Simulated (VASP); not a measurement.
Crystal: Ba3Mo.

```xyz
4
Lattice="6.3566 0.0000 0.0000 -3.1783 5.5050 0.0000 0.0000 0.0000 4.3880" Properties=species:S:1:pos:R:3 pbc="T T T"
Ba    3.1783    0.0000    0.0000
Ba   -1.5892    2.7525    0.0000
Ba    1.5892    2.7525    0.0000
Mo    0.0000    0.0000    0.0000
```

The cell was built by a generator and needn't be a form met in nature.

The cell isn't the ideal one: random cell by space group and Wyckoff sites (P6/mmm, No. 191).

```yaml
Program: VASP 6.6.1
Task: relaxation of cell and atoms
Functional: PBE
Potentials_or_basis: VASP PAW PBE potentials, release 64 (Ba_sv, Mo_sv)
Cutoff: 600 eV
k_mesh: 3 × 3 × 4
Occupations: gaussian, width 0.1 eV
Spin: no spin polarisation
```

At the start: pressure 3.8 GPa; volume 38.39 Å³/atom.

Task: Where does the relaxation end?

Result: Over 11 steps the energy falls by 463.7 meV/atom and the volume is 37.75 Å³/atom (-1.7 %); space group P6/mmm (No. 191, to 0.05 Å).

Step by step:
| step | energy change (eV) | largest force (eV/Å) | pressure (GPa) | volume (Å³) |
| --- | --- | --- | --- | --- |
| 1 | 0.0000 | 0.0000 | 3.75 | 153.55 |
| 2 | -1.2762 | 0.0000 | -0.54 | 172.89 |
| 3 | -1.5078 | 0.0000 | -1.86 | 182.93 |
| 4 | -1.5152 | 0.0000 | -1.98 | 184.14 |
| 5 | -1.7427 | 0.0000 | -1.55 | 170.48 |
| 6 | -1.8164 | 0.0000 | -1.04 | 161.32 |
| 7 | -1.8209 | 0.0000 | -0.79 | 157.98 |
| 8 | -1.8538 | 0.0000 | 0.00 | 151.21 |
| 9 | -1.8541 | 0.0000 | 0.09 | 150.49 |
| 10 | -1.8541 | 0.0000 | 0.11 | 150.34 |
| 11 | -1.8548 | 0.0000 | 0.03 | 151.01 |

Final structure:
```
Ba Mo
1.0
     7.12458    0.00000    0.00000
    -3.56229    6.17007    0.00000
     0.00000    0.00000    3.43513
Ba Mo
3 1
Cartesian
  0.0000 6.1701 0.0000
  -1.7811 3.0850 3.4351
  1.7811 3.0850 0.0000
  0.0000 0.0000 3.4351
```

Caveat: the k mesh is coarse (spacing up to 0.38 Å⁻¹), so the values aren't converged.
